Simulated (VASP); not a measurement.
Here is the system:

```
CELL_PARAMETERS angstrom
      5.78104     0.00000     0.00000
      0.00000     6.19796     0.00000
      0.00000     0.00000     2.91438
ATOMIC_POSITIONS crystal
  Pt 0.00000 0.00000 0.00000
  Pt 0.50000 0.50000 0.50000
  Ge 0.16708 0.62823 0.00000
  Ge 0.83292 0.37177 0.00000
  Ge 0.33292 0.12823 0.50000
  Ge 0.66708 0.87177 0.50000
```

All values below come from PBEsol GGA, VASP's PBE PAW potentials (set 64) (plane waves; VASP). Numerical set-up: 400 eV cut-off, 6×6×12 Γ-centred mesh, tetrahedra with Blöchl corrections, potentials Pt Ge_d.

Unless said otherwise, spin-orbit coupling is left out, though it shifts the bands of the heavy elements here.

### Question
Predict the energy per atom (σ→0), band gap (on the k-mesh) with the smallest direct gap where there is one.

### Answer

| Quantity | Value |
|---|---|
| band gap (on the k-mesh) | none (metal, semimetal or under 0.01 eV) |
| energy per atom (σ→0) | -5.992 eV/atom |

The structure comes from a measured Ge2Pt entry (Pnnm) of the Crystallography Open Database, whose conditions weren't checked. It was relaxed first.
